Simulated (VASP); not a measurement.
Consider the following.

```xyz
4
Lattice="0.0000 2.9212 2.9212 2.9212 0.0000 2.9212 2.9212 2.9212 0.0000" Properties=species:S:1:pos:R:3 pbc="T T T"
Ni     2.9212     2.9212     2.9212
Ni     1.4606     1.4606     1.4606
Ni     4.3818     4.3818     4.3818
Sb     0.0000     0.0000     0.0000
```

Calculation: PBEsol GGA with spin-orbit coupling, VASP's PBE PAW potentials (set 64) (plane waves; VASP). Run with 400 eV cut-off, 8×8×8 Γ-centred mesh, Gaussian smearing of 0.050 eV, potentials Ni Sb.

Task: Give the energies of bands 25 to 38 at the high-symmetry points, in eV from the Fermi level.

Result: 
```
band      Γ      X      U      L      W
----  -----  -----  -----  -----  -----
25    -0.87  -1.41  -1.13  -0.94  -1.00
26    -0.87  -1.41  -1.13  -0.94  -1.00
27    -0.87  -0.95  -1.04  -0.90  -0.98
28    -0.87  -0.95  -1.04  -0.90  -0.98
29    -0.71  -0.91  -0.79  -0.82  -0.88
30    -0.71  -0.91  -0.79  -0.82  -0.88
31    -0.71  -0.86  -0.67  -0.76  -0.88
32    -0.71  -0.86  -0.67  -0.76  -0.88
33     1.54  -0.64  -0.59  -0.60  -0.65
34     1.54  -0.64  -0.59  -0.60  -0.65
35     2.32  -0.58  -0.51   2.13  -0.64
36     2.32  -0.58  -0.51   2.13  -0.64
37     2.85  -0.58  -0.40   2.17  -0.46
38     2.85  -0.58  -0.40   2.17  -0.46
```

It has no gap at this level: it comes out as a metal or semimetal.

The structure comes from a computed database's Ni3Sb entry (Fm-3m); how it stands against other phases isn't given here. It was relaxed first.
